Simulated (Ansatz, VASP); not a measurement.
**O: VASP beside Ansatz**

Aim: how closely do two programs agree when they are given the same cell, functional and k mesh? The cell is taken from a series of runs on this material, whose earlier steps may have relaxed, scaled, displaced or heated it; both programs get it as it stands.

Calculated with Ansatz 0.2.0; plane waves, with VASP 6.6.1 beside it; relaxation of cell and atoms at r2SCAN.

### 1. The structure

Symmetry: P4/mmm, No. 123, tetragonal system. The conventional cell has a = 1.776 Å, b = 1.776 Å, c = 3.053 Å, α = 90.00°, β = 90.00°, γ = 90.00°. O has 4 O at 1.78 Å nearest.

Structure file:

```cif
data_structure
_symmetry_space_group_name_H-M 'P4/mmm'
_symmetry_Int_Tables_number 123
_cell_length_a 1.7756
_cell_length_b 1.7756
_cell_length_c 3.0531
_cell_angle_alpha 90.000
_cell_angle_beta 90.000
_cell_angle_gamma 90.000
_cell_volume 9.63
loop_
_atom_site_label
_atom_site_type_symbol
_atom_site_symmetry_multiplicity
_atom_site_Wyckoff_symbol
_atom_site_fract_x
_atom_site_fract_y
_atom_site_fract_z
_atom_site_occupancy
O1 O 1 a 0.00000 0.00000 0.00000 1
```

### 2. VASP: relaxation of cell and atoms, r2SCAN

The relaxed volume is the usual yardstick between codes: in a stiff, nearly cubic crystal its relative difference is about their pressure difference at one cell divided by the bulk modulus.

Lines of VASP's logs that name or quote its potential files are left out, and so is its time.

Contents of INCAR:

```
SYSTEM = O
PREC = Accurate
ENCUT = 660
EDIFF = 1E-07
NELM = 120
ISMEAR = 0
SIGMA = 0.1
LREAL = .FALSE.
ALGO = Normal
METAGGA = R2SCAN
LASPH = .TRUE.
NBANDS = 9
LORBIT = 11
LWAVE = .FALSE.
LCHARG = .FALSE.
ISIF = 3
IBRION = 2
NSW = 80
EDIFFG = -0.005
GGA_COMPAT = .FALSE.
NELMIN = 4
LMIXTAU = .TRUE.
KPAR = 2
```

Contents of POSCAR:

```
O
1.0
    1.7755910000      0.0000000000      0.0000000000
    0.0000000000      1.7755910000      0.0000000000
    0.0000000000      0.0000000000      3.0530510000
O
1
Direct
    0.0000000000      0.0000000000      0.0000000000
```

Contents of KPOINTS:

```
Automatic mesh
0
Gamma
22 22 12
0 0 0
```

The projector-augmented-wave data sets are O (PBE family, release 64).

Launch:

```bash
$ mpirun -np 2 vasp_std
```

Numbers of over 12 decimals in the logs are rounded to 6 here.

What it wrote:

```text
[banner, memory and clock lines left out]
running    2 mpi-ranks, on    1 nodes
 distrk:  each k-point on    1 cores,    2 groups
 distr:  one band on    1 cores,    1 groups

 POSCAR found type information on POSCAR O
 POSCAR found :  1 types and       1 ions
|                                                                             |
|               ----> ADVICE to this user running VASP <----                  |
|                                                                             |
|     You enforced a specific xc type in the INCAR file but a different       |
|     [... a line on the potential file left out ...]
|     I HOPE YOU KNOW WHAT YOU ARE DOING!                                     |
|                                                                             |

 LDA part: xc-table for (None), standard interpolation
 POSCAR, INCAR and KPOINTS ok, starting setup
 FFT: planning ... GRIDC
 FFT: planning ... GRID_SOFT
 FFT: planning ... GRID
 WAVECAR not read
 entering main loop
       N       E                     dE             d eps       ncg     rms          rms(c)
DAV:   1     0.647445333499E+01    0.64745E+01   -0.40140E+03 10172   0.772E+02
DAV:   2    -0.681338971708E+01   -0.13288E+02   -0.12821E+02 11856   0.112E+02
DAV:   3    -0.691880187110E+01   -0.10541E+00   -0.10515E+00 12119   0.880E+00
DAV:   4    -0.691889680240E+01   -0.94931E-04   -0.94930E-04 12272   0.281E-01
DAV:   5    -0.691889688824E+01   -0.85846E-07   -0.85849E-07 11685   0.733E-03    0.323E+00
DAV:   6    -0.408758986903E+01    0.28313E+01   -0.67564E-01  9959   0.651E+00    0.201E+00
DAV:   7    -0.422808147024E+01   -0.14049E+00   -0.17123E-01  9871   0.416E+00    0.930E-01
DAV:   8    -0.401193547444E+01    0.21615E+00   -0.13467E-01  9855   0.366E+00    0.826E-02
DAV:   9    -0.417583201150E+01   -0.16390E+00   -0.65969E-02  9859   0.264E+00    0.904E-02
DAV:  10    -0.417632289758E+01   -0.49089E-03   -0.42216E-04 11769   0.272E-01    0.688E-02
DAV:  11    -0.417601899514E+01    0.30390E-03   -0.43041E-04 10113   0.208E-01    0.288E-02
DAV:  12    -0.417616866714E+01   -0.14967E-03   -0.22462E-04  9981   0.174E-01    0.952E-03
DAV:  13    -0.417624902670E+01   -0.80360E-04   -0.25807E-05 10054   0.474E-02    0.213E-03
DAV:  14    -0.417625707578E+01   -0.80491E-05   -0.46003E-06 10188   0.223E-02    0.100E-03
DAV:  15    -0.417625695613E+01    0.11965E-06   -0.59917E-07 10052   0.944E-03    0.325E-04
DAV:  16    -0.417625733386E+01   -0.37772E-06   -0.12136E-07 10157   0.456E-03    0.952E-05
DAV:  17    -0.417625734665E+01   -0.12795E-07   -0.10265E-08 10492   0.123E-03
   1 F= -.41762573E+01 E0= -.41753116E+01  d E =-.417626E+01
[...]
2 F= -.41762662E+01 E0= -.41753128E+01  d E =-.888198E-05
[...]
3 F= -.41762914E+01 E0= -.41753422E+01  d E =-.340987E-04
[...]
4 F= -.41762931E+01 E0= -.41753437E+01  d E =-.163548E-05
 ZBRENT: can't locate minimum, use default step
 trial-energy change:   -0.000002  1 .order   -0.000002   -0.000002   -0.000001
 step:   3.6316(harm=  7.4210)  dis= 0.00000  next Energy=    -4.176298 (dE=-0.693E-05)
 bond charge predicted
       N       E                     dE             d eps       ncg     rms          rms(c)
DAV:   1    -0.417634698921E+01   -0.53857E-04   -0.20074E-03 10327   0.374E-01    0.440E-02
DAV:   2    -0.417630500385E+01    0.41985E-04   -0.65567E-05 10298   0.626E-02    0.199E-02
DAV:   3    -0.417629740957E+01    0.75943E-05   -0.41014E-05 10181   0.546E-02    0.356E-03
DAV:   4    -0.417629889517E+01   -0.14856E-05   -0.38611E-06  9875   0.240E-02    0.188E-03
DAV:   5    -0.417629743363E+01    0.14615E-05   -0.22168E-06  9850   0.162E-02    0.152E-03
DAV:   6    -0.417629706997E+01    0.36366E-06   -0.58402E-07  9919   0.793E-03    0.541E-04
DAV:   7    -0.417629707806E+01   -0.80994E-08   -0.23339E-07  9855   0.564E-03
   5 F= -.41762971E+01 E0= -.41753473E+01  d E =-.563274E-05
 curvature:  -2.49 expect dE=-0.173E-05 dE for cont linesearch -0.173E-05
 trial: gam=-0.23484 g(F)=  0.214E-67 g(S)=  0.695E-06 ort = 0.115E-05 (trialstep = 0.145E+01)
 search vector abs. value=  0.261E-06
 reached required accuracy - stopping structural energy minimisation
```

From OUTCAR (step 2):

```text
ion  position               nearest neighbor table
   1  0.000  0.000  0.000-

  LATTYP: Found a simple tetragonal cell.
 ALAT       =     1.7755910000
 C/A-ratio  =     1.7194562261

 Subroutine GETGRP returns: Found 16 space group operations
 (whereof 16 operations were pure point group operations)

The static configuration has the point symmetry D_4h.

 Found    546 irreducible k-points:

   k-points           NKPTS =    546   k-points in BZ     NKDIM =    546   number of bands    NBANDS=      9

   dimension x,y,z NGX =    16 NGY =   16 NGZ =   28
   dimension x,y,z NGXF=    32 NGYF=   32 NGZF=   56

   ENCUT  =  660.0 eV  48.51 Ry    6.96 a.u.   3.72  3.72  6.40*2*pi/ulx,y,z

   NELECT =       6.0000    total number of electrons

 k-points in reciprocal lattice and weights: Automatic mesh
   0.00000000  0.00000000  0.00000000       0.000
   0.04545455  0.00000000  0.00000000       0.001
   0.09090909  0.00000000  0.00000000       0.001
   0.13636364  0.00000000  0.00000000       0.001
   0.18181818  0.00000000  0.00000000       0.001
   0.22727273  0.00000000  0.00000000       0.001
   0.27272727  0.00000000  0.00000000       0.001
   0.31818182  0.00000000  0.00000000       0.001
   0.36363636  0.00000000  0.00000000       0.001
[...]
0.50000000  0.45454545  0.50000000       0.001
   0.50000000  0.50000000  0.50000000       0.000

 average (electrostatic) potential at core
       1 -80.2194

 E-fermi :   0.2669

 k-point     1 :       0.0000    0.0000    0.0000
  band No.  band energies     occupation
      1     -23.9431      2.00000
      2      -4.6737      2.00000
      3       4.3496      0.00000
      4       4.3496      0.00000
      5       9.2361      0.00000
      6      29.5981      0.00000
      7      31.7322      0.00000
    ...

 k-point     2 :       0.0455    0.0000    0.0000
  band No.  band energies     occupation
      1     -23.8706      2.00000
      2      -4.6159      2.00000
      3       4.0475      0.00000
      4       4.3788      0.00000
      5       9.3330      0.00000
      6      29.5351      0.00000
      7      31.8303      0.00000
    ...

 k-point     3 :       0.0909    0.0000    0.0000
  band No.  band energies     occupation
      1     -23.6541      2.00000
      2      -4.4449      2.00000
      3       3.1911      0.00000
      4       4.4648      0.00000
      5       9.6208      0.00000
      6      29.3343      0.00000
      7      32.0826      0.00000
    ...

  Total        0.0000681      0.0000681      0.0037953      0.0000000      0.0000000     -0.0000000
  in kB        0.0113346      0.0113346      0.6321104      0.0000000      0.0000000     -0.0000000
  external PRESSURE =       0.2182599 kB  Pullay stress =       0.0000000 kB

  energy-cutoff  :      660.00
  volume of cell :        9.62
      direct lattice vectors                 reciprocal lattice vectors
     1.773950165  0.000000000  0.000000000     0.563713694  0.000000000  0.000000000
     0.000000000  1.773950165  0.000000000    -0.000000000  0.563713694  0.000000000
    -0.000000000 -0.000000000  3.056925128    -0.000000000  0.000000000  0.327126102

 POSITION                                       TOTAL-FORCE (eV/Angst)
 -----------------------------------------------------------------------------------
      0.00000      0.00000      0.00000        -0.000000     -0.000000      0.000000
 -----------------------------------------------------------------------------------
    total drift:                               -0.000000      0.000000      0.000000

  FREE ENERGIE OF THE ION-ELECTRON SYSTEM (eV)
  ---------------------------------------------------
  free  energy   TOTEN  =        -4.1762970781 eV

  energy  without entropy=       -4.1743975791  energy(sigma->0) =       -4.17534733

 reached required accuracy - stopping structural energy minimisation

 total charge
# of ion       s       p       d       tot
------------------------------------------
    1        1.658   3.002   0.000   4.660

[... 3 further parts left out ...]
```

### 3. Ansatz: relaxation of cell and atoms, r2SCAN

Ansatz runs on its default PAW (the set named soft_2) files.

The same cell, functional, mesh and smearing now go to Ansatz, which takes its cutoff from its data sets.

Contents of input.yaml:

```yaml
crystal:
  lattice:
    - [1.7755912592, 0.0, 0.0]
    - [0.0, 1.7755912592, 0.0]
    - [0.0, 0.0, 3.0530507]
  atoms:
    - { symbol: O, position: [0.0, 0.0, 0.0] }
kpoints:
  mp_grid: { grid: [22, 22, 12] }
hamiltonian:
  xc: r2scan
scf:
  occupations: { method: gaussian, width: 0.1 }
output:
  forces: true
  stress: true
  eigenvalues: true
  write_density: true
  write_potential: true
  elf: true
  volumetric_format: npy
relax:
  adjacent_minimum: "off"
  f_tol: 0.005
  max_steps: 80
  cell: { stress_tol: 0.05 }
```

Launch:

```bash
$ ansatz run input.yaml --threads 4 --pin off --max-ram 7168MiB --backend cpu --events-out ev --progress --plain --runs-dir out
```

What it wrote:

```text
Engine: ansatz 0.2.0, aarch64-unknown-linux-gnu
Pseudopotentials: kind: paw
Pseudopotential: O, paw, valence charge 6, recommended cutoff 500 eV (meta_gga), O.paw.azcp
Functional definition: r2SCAN
  parameter k0 = 0.174
  parameter k1 = 0.065
  parameter a1 = 4.9479
  exchange = r2scan_x(k0 = k0, k1 = k1, a1 = a1)
  correlation = r2scan_c
Crystal: 1 atoms, lattice volume = 9.625 Å³
Basis set: ecut = 500 eV, 271 PW (Γ), exchange–correlation on 60×60×96 points (64 copies of the dense FFT grid, shifted against one another)
Bands: 7, of which v1, the nominal top of the filled ones, is band 3 counted from 1 (2 counted from 0)
Symmetry: 16 space group operations
Space group: P4/mmm (ITA 123), of the structure as read, at distance tolerance 2.1e-5 Å
k-points: 546 of 5808
Non-local potential: O, projectors of the file, l = 0: 2, l = 1: 2, l = 2: 1
PAW form: soft (Blöchl's): semilocal exchange-correlation on the pseudo side does not see the compensation charge
PAW frozen core: O, regenerated for the run's functional (the file was generated under x = pbe(κ = 0.804, μ = 0.219515), c = pbe(β = 0.066725))
PAW one-centre angular grid: O, 302 points (default); XC on 160 Gauss nodes
Initial density: superposition of atomic densities (neutral atoms: chi_scale 0, normalization atom), corrected by the library's trained network
Initial wavefunctions: pseudopotential atomic-orbital guess
Functional: x = r2scan, c = r2scan; τ floored in thin density (d = 2e-4 eV/Å³)
SCF iter   1: F=—  HF=-564.117237 eV  |F-HF|=—  |Δ(HF+E_count)|=         —  Δρ=1.77e-2  dr2=1.42e-2  dr2_τ=1.98e-2  ethr=1.77e-3  ⟨swp⟩=5.0  Hψ=29577  notcnv=0
preconditioner: auto → LDOS  [metal: Δε(μ)=0.038 eV  Ē_g=27.330 eV  σ=0.100 eV  W_gap=0.21  n_scr=2 (ndim 8)  ℏωp=29.3 eV  f_vac=0.133  D(μ)=0.38/eV (n_scr^D=2)  β→1.0]
SCF iter   2: F=—  HF=-564.120311 eV  |F-HF|=—  |Δ(HF+E_count)|=   3.07e-3  Δρ=5.63e-3  dr2=1.35e-3  dr2_τ=3.32e-4  ethr=2.36e-4  ⟨swp⟩=2.9  Hψ=11559  notcnv=0  defer=70
SCF iter   3: F=—  HF=-564.119939 eV  |F-HF|=—  |Δ(HF+E_count)|=   3.72e-4  Δρ=3.92e-4  dr2=4.59e-6  dr2_τ=2.26e-6  ethr=2.26e-5  ⟨swp⟩=2.6  Hψ=5376  notcnv=0  defer=70
SCF iter   4: F=—  HF=-564.119947 eV  |F-HF|=—  |Δ(HF+E_count)|=   8.03e-6  Δρ=6.38e-5  dr2=1.40e-7  dr2_τ=3.17e-8  ethr=7.66e-8  ⟨swp⟩=2.5  Hψ=5404  notcnv=0  defer=70
iter 5 did not close the SCF: its close was put off for the readings that it lacked (scf_convergence_deferred on its scf_iter line)
SCF iter   5: F=-564.119947 eV  HF=-564.119947 eV  |F-HF|=2.09e-9  |Δ(HF+E_count)|=   2.35e-7  Δρ=4.68e-6  dr2=8.10e-10  dr2_τ=1.89e-10  ethr=2.33e-9  ⟨swp⟩=2.0  Hψ=5366  notcnv=0  defer=70
SCF iter   6: F=-564.119947 eV  HF=-564.119947 eV  |F-HF|=2.51e-11  |Δ(HF+E_count)|=   2.32e-9  Δρ=6.42e-7  dr2=1.74e-11  dr2_τ=3.96e-12  ethr=1.35e-11  ⟨swp⟩=3.8  Hψ=15621  notcnv=0
SCF 1 converged in 6 iterations: F = -564.119947 eV  dr2 = 1.74e-11
  greatest PAW one-centre occupation: 0.906 electrons in one spin orbital (limit 2), on the O atom at site 0 (counted from 0), in its partial waves of l = 0
relax step   1: F+E_penalty+E_count = -564.11994686 eV  Δ(F+E_penalty+E_count) = +0.000e0 eV  max|allowed force component| = 0.000e0 eV/Å  Δτ_max = 0.0000 Å  P = +0.044 GPa  Ω = 9.625 Å³  (6 SCF iters, dr2 threshold 1.00e-7 eV, accepted)
[...]
relax step   2: F+E_penalty+E_count = -564.12025906 eV  Δ(F+E_penalty+E_count) = -3.122e-4 eV  max|allowed force component| = 0.000e0 eV/Å  Δτ_max = 0.0000 Å  P = +0.059 GPa  Ω = 9.710 Å³  energy of the carried Pulay correction = -3.809e-5 eV  (3 SCF iters, dr2 threshold 1.00e-7 eV, accepted)
[...]
relax step   3: F+E_penalty+E_count = -564.12045831 eV  Δ(F+E_penalty+E_count) = -1.992e-4 eV  max|allowed force component| = 0.000e0 eV/Å  Δτ_max = 0.0000 Å  P = +0.025 GPa  Ω = 9.860 Å³  energy of the carried Pulay correction = -1.052e-4 eV  (4 SCF iters, dr2 threshold 1.00e-7 eV, accepted)
[...]
relax step   4: F+E_penalty+E_count = -564.12045262 eV  Δ(F+E_penalty+E_count) = +5.696e-6 eV  max|allowed force component| = 0.000e0 eV/Å  Δτ_max = 0.0000 Å  P = -0.008 GPa  Ω = 9.892 Å³  energy of the carried Pulay correction = -1.198e-4 eV  (3 SCF iters, dr2 threshold 1.64e-8 eV, accepted)
[...]
relax step   5: F+E_penalty+E_count = -564.12058877 eV  Δ(F+E_penalty+E_count) = -1.362e-4 eV  max|allowed force component| = 0.000e0 eV/Å  Δτ_max = 0.0000 Å  P = +0.001 GPa  Ω = 9.892 Å³  stress off target by 4.06e-2 GPa  SCF on the basis re-selected at this cell (its energy is not comparable with the rows above)  (5 SCF iters)
basis re-selected at this cell: Δ(F+E_penalty+E_count) = -1.362e-4 eV, ΔP = +0.009 GPa vs the last step (what re-selecting the basis moved, of the pressure what is left beyond the Pulay correction that the steps carried, after the strain that the cell walked since its last selection, with what the two solves' SCF thresholds leave and, on support functions, any second-order correction that the steps lacked; it is no measure of the basis error at this ecutwfc). This SCF's stress stands 4.06e-2 GPa from its target on what of the cell is left free (relax.cell.stress_tol is 5.00e-2 GPa) and its largest allowed force component is 0.00e0 eV/Å (relax.f_tol is 5.00e-3 eV/Å): [rest of the remark cut]
SCF converged after 5 iterations
Free energy (F): -564.120589 eV
Harris-Foulkes:  -564.120589 eV  (|F-HF|=1.71e-12)
Internal energy: -564.118666 eV  (E = F + TS)
E sigma→0 (E₀):  -564.119628 eV
Entropy (-TS):   -0.001922 eV (-1.922 meV/atom)
Fermi energy:    2.390936 eV
--- Per-component energies (eV) ---
  E_band       = -39.484999
  E_kinetic    = 169.139879
  E_local      = -380.166717  (includes V_loc(G=0)·N_el)
  E_nonlocal   = 47.588853
  E_hartree    = 126.905084
  E_xc         = -71.278198
  E_vxc        = -103.318863  (∫ρ·V_xc dr)
  E_paw        = -157.343200  (= ΣΔE_a)
  E_vpaw       = -33.494437  (= ΣTr[D̂ρ^β])
  E_aug_tail   = 0.000890  (compensation charges beyond the density's cutoff)
  E_vtau       = 6.955244  (kinetic-family band-sum trace: ∫τ·v_τ [+ j·A + Jᵃ·Aᵃ] dr)
  E_ewald      = -298.933317
  E_core_change = -0.031941  (= ΣΔE_core)
  E_smearing   = -0.001922  (= −TS)
  E_closure    = 0.000000  (closes the sum)
  Σ components = -564.120589   (vs F -564.120589, Δ=0.00e0)
--- Forces (eV/Å), atoms counted from 1 ---
  atom   1  O     -0.00000000    -0.00000000     0.00000000
  max |Σ_I F_I| component: 4.04e-33 eV/Å
--- Stress (GPa, compression-positive) ---
       -0.019401       0.000000       0.000000
        0.000000      -0.019401       0.000000
        0.000000       0.000000       0.040589
  P = ⅓ Tr σ = 0.0006 GPa (0.006 kbar)
--- Band table (eV; the first three rows and the last of 546) ---
  k-point 0: bands = ["-21.7680", "-2.6650", "6.4798", "6.4798", "11.0986", "30.6687", "33.7614"]
  k-point 1: bands = ["-21.7577", "-2.7823", "6.4807", "6.4807", "11.3689", "30.3944", "33.9171"]
  k-point 2: bands = ["-21.7292", "-3.0887", "6.4833", "6.4833", "12.1180", "29.6800", "34.2931"]
  k-point 545: bands = ["-10.5213", "-3.3655", "-3.3655", "3.2502", "21.6295", "28.3121", "28.3121"]
--- Relaxed structure (4 steps of the walk, 4 accepted, 1 SCFs on fresh bases) ---
  F+E_penalty+E_count = -564.12058877 eV   max|allowed force component| = 0.000e0 eV/Å   (the final SCF, on the basis selected at the relaxed cell)
  cell:  # Å, volume = 9.8924 Å³
    - [1.774696, 0, 0]
    - [0, 1.774696, 0]
    - [0, 0, 3.140894]
  atoms:
    - { symbol: O, position: [0.0, 0.0, 0.0] }
```

The column dr2 measures how far the density is from self-consistency, as an energy; F and HF (Harris–Foulkes) agree once it is small.

### 4. Comparison

Known differences besides the potentials themselves: VASP keeps PBE cores, Ansatz makes them for the functional; the cutoff is 500 eV in Ansatz and 660 eV in VASP; Ansatz adds a Pulay correction to the stress that steers its cell, VASP none. Total energies have different zeros and are not compared.

Compared:

```
                                         quantity  Ansatz   VASP  difference
                                      volume (Å³)    9.89   9.62     +2.83 %
edge a after relaxation, in the typed setting (Å)   1.775  1.774     +0.04 %
edge c after relaxation, in the typed setting (Å)   3.141  3.057     +2.75 %
```

### 5. Summary of results

```json
{
  "difference in volume (relaxation of cell and atoms, r2SCAN)": "2.8 %"
}
```

In words: The difference in volume is 2.8 % (relaxation of cell and atoms, r2SCAN), beyond the 1.2 % picked in this series as the mark of a large difference, as far as the stopping tolerances let one tell. What causes the difference of the relaxation of cell and atoms, r2SCAN pair stays open here. 1 further run of this series is not shown here. Such differences can come from data sets, numerical settings and the points named under the comparisons, not from the functional's error against experiment.

[Lines on the potential files, build, host, timing and source positions are cut from VASP's logs without a mark.]

[Logs are printed without paths, hosts, clocks, repeated set-up lines and the standing remarks that a program may print on its own settings, such as how far it seeks lower states.]

[Hosts, paths, dates, database ids (printed as entryN), source tags and the programs' standing remarks are cut or masked in the printed files.]
